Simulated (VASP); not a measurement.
Level of theory: PBE GGA, VASP's PBE PAW potentials (set 64) (plane waves; VASP).

VASP input:

POSCAR:
```
SiC
1
    1.5339527978    -2.6568839377     0.0000000000
    1.5339527978     2.6568839377     0.0000000000
   -0.0000000000     0.0000000000     5.0349522479
Si C
2 2
Direct
  0.6666670000   0.3333330000   0.4995850244
  0.3333330000   0.6666670000   0.9995850244
  0.6666670000   0.3333330000   0.8754149756
  0.3333330000   0.6666670000   0.3754149756
```

### KPOINTS
```
kpoints
0
G
8 8 5
```

**INCAR**
```
ALGO = Normal
EDIFF = 1E-6
EDIFFG = -0.02
ENCUT = 620
GGA = PE
IBRION = 2
ISIF = 3
ISMEAR = 0
LASPH = .TRUE.
LCHARG = .FALSE.
LREAL = .FALSE.
LWAVE = .FALSE.
NELM = 100
NSW = 40
PREC = Accurate
PSTRESS = 50
SIGMA = 0.05
SYSTEM = SiC
```

POTCAR, in this order: Si C (PBE.64 set). Program: vasp_std.

What VASP printed:

OUTCAR:
```
 ion  position               nearest neighbor table
   1  0.667  0.333  0.500-   4 1.88   4 1.88   4 1.88   3 1.89   2 3.08   2 3.08   2 3.08   2 3.08
                             2 3.08   2 3.08
   2  0.333  0.667  1.000-   3 1.88   3 1.88   3 1.88   4 1.89   1 3.08   1 3.08   1 3.08   1 3.08
                             1 3.08   1 3.08
   3  0.667  0.333  0.875-   2 1.88   2 1.88   2 1.88   1 1.89
   4  0.333  0.667  0.375-   1 1.88   1 1.88   1 1.88   2 1.89
  LATTYP: Found a hexagonal cell.
 ALAT       =     3.0679053839
 C/A-ratio  =     1.6411693380
 Subroutine PRICEL returns:
 Original cell was already a primitive cell.
 Subroutine GETGRP returns: Found 12 space group operations
The static configuration has the point symmetry C_3v.
 The point group associated with its full space group is C_6v.
The dynamic configuration has the point symmetry C_3v.
 Subroutine INISYM returns: Found 12 space group operations
 Subroutine IBZKPT returns following result:
 Found     30 irreducible k-points:

 Following reciprocal coordinates:
            Coordinates               Weight
  0.000000  0.000000  0.000000      1.000000
  0.125000 -0.000000  0.000000      6.000000
  0.250000 -0.000000  0.000000      6.000000
  0.375000  0.000000  0.000000      6.000000
  0.500000 -0.000000  0.000000      3.000000
  0.125000  0.125000  0.000000      6.000000
  0.250000  0.125000  0.000000     12.000000
  0.375000  0.125000  0.000000     12.000000
  0.250000  0.250000  0.000000      6.000000
  0.375000  0.250000  0.000000      6.000000
  0.000000  0.000000  0.200000      2.000000
  0.125000 -0.000000  0.200000     12.000000
  0.250000 -0.000000  0.200000     12.000000
  0.375000  0.000000  0.200000     12.000000
  0.500000 -0.000000  0.200000      6.000000
  0.125000  0.125000  0.200000     12.000000
  0.250000  0.125000  0.200000     24.000000
  0.375000  0.125000  0.200000     24.000000
  0.250000  0.250000  0.200000     12.000000
  0.375000  0.250000  0.200000     12.000000
  0.000000  0.000000  0.400000      2.000000
  0.125000 -0.000000  0.400000     12.000000
  0.250000 -0.000000  0.400000     12.000000
  0.375000  0.000000  0.400000     12.000000
  0.500000 -0.000000  0.400000      6.000000
  0.125000  0.125000  0.400000     12.000000
  0.250000  0.125000  0.400000     24.000000
  0.375000  0.125000  0.400000     24.000000
  0.250000  0.250000  0.400000     12.000000
  0.375000  0.250000  0.400000     12.000000
   k-points           NKPTS =     30   k-points in BZ     NKDIM =     30   number of bands    NBANDS=     12
   number of dos      NEDOS =    301   number of ions     NIONS =      4
   total plane-waves  NPLWV =  32928
   dimension x,y,z NGX =    28 NGY =   28 NGZ =   42
   dimension x,y,z NGXF=    56 NGYF=   56 NGZF=   84
   ions per type =               2   2
   PREC   = accura    normal or accurate (medium, high low for compatibility)
   ISTART =      0    job   : 0-new  1-cont  2-samecut
   ICHARG =      2    charge: 1-file 2-atom 10-const
   ISPIN  =      1    spin polarized calculation?
   LNONCOLLINEAR =      F non collinear calculations
   LSORBIT =      F    spin-orbit coupling
   INIWAV =      1    electr: 0-lowe 1-rand  2-diag
   ENCUT  =  620.0 eV  45.57 Ry    6.75 a.u.   6.23  6.23 10.22*2*pi/ulx,y,z
   NELM   =    100;   NELMIN=  2; NELMDL= -5     # of ELM steps
   EDIFF  = 0.1E-05   stopping-criterion for ELM
   LREAL  =      F    real-space projection
   NLSPLINE    = F    spline interpolate recip. space projectors
   LMAXMIX     =    2 max onsite mixed and CHGCAR
   VOSKOWN=      0    Vosko Wilk Nusair interpolation
   EDIFFG = -.2E-01   stopping-criterion for IOM
   NSW    =     40    number of steps for IOM
   NBLOCK =      1;   KBLOCK =     40    inner block; outer block
...
```

### OSZICAR
```
       N       E                     dE             d eps       ncg     rms          rms(c)
DAV:   1     0.442039419877E+02    0.44204E+02   -0.83302E+03   720   0.138E+03
DAV:   2    -0.305035986145E+02   -0.74708E+02   -0.69083E+02  1084   0.204E+02
DAV:   3    -0.338281796942E+02   -0.33246E+01   -0.33060E+01   944   0.426E+01
DAV:   4    -0.338667685521E+02   -0.38589E-01   -0.38551E-01   908   0.533E+00
DAV:   5    -0.338674768848E+02   -0.70833E-03   -0.70820E-03   924   0.678E-01    0.126E+01
DAV:   6    -0.302154464546E+02    0.36520E+01   -0.10728E+01   876   0.210E+01    0.562E+00
DAV:   7    -0.301140103699E+02    0.10144E+00   -0.92527E-01   928   0.645E+00    0.246E+00
DAV:   8    -0.300980950664E+02    0.15915E-01   -0.47539E-02   860   0.164E+00    0.540E-01
DAV:   9    -0.300973980415E+02    0.69702E-03   -0.63200E-03   880   0.616E-01    0.131E-01
DAV:  10    -0.300976547383E+02   -0.25670E-03   -0.69295E-04   864   0.191E-01    0.538E-02
DAV:  11    -0.300976681934E+02   -0.13455E-04   -0.10669E-04   864   0.819E-02    0.124E-02
DAV:  12    -0.300976694311E+02   -0.12377E-05   -0.40020E-06   884   0.163E-02    0.285E-03
DAV:  13    -0.300976698462E+02   -0.41512E-06   -0.20467E-07   548   0.393E-03
   1 F= -.28816905E+02 E0= -.28816905E+02  d E =-.288169E+02
```

**OUTCAR**
```
------------------------ aborting loop because EDIFF is reached ----------------------------------------
  FORCE on cell =-STRESS in cart. coord.  units (eV):
  Direction    XX          YY          ZZ          XY          YZ          ZX
  --------------------------------------------------------------------------------------
  Total        1.2935603      1.2935601      1.2562997      0.0000000      0.0000000      0.0000000
  in kB       50.4995300     50.4995207     49.0449061      0.0000000      0.0000000      0.0000000
  external PRESSURE =       0.0146523 kB  Pullay stress =      50.0000000 kB
  volume of cell :       41.04
      direct lattice vectors                 reciprocal lattice vectors
     1.533952798 -2.656883938  0.000000000     0.325955271 -0.188190381  0.000000000
     1.533952798  2.656883938  0.000000000     0.325955271  0.188190381  0.000000000
     0.000000000  0.000000000  5.034952248     0.000000000  0.000000000  0.198611616
  FREE ENERGIE OF THE ION-ELECTRON SYSTEM (eV)
  ---------------------------------------------------
  free  energy   TOTEN  =       -30.0976698462 eV

  energy  without entropy=      -30.0976698462  energy(sigma->0) =      -30.09766985
  enthalpy is  TOTEN    =       -28.8169051357 eV   P V=        1.2807647105

 reached required accuracy - stopping structural energy minimisation
```
(Selected blocks of OUTCAR.)

The compound is SiC in the wurtzite structure, the rare 2H polytype. It was relaxed first under an external pressure of 5 GPa.
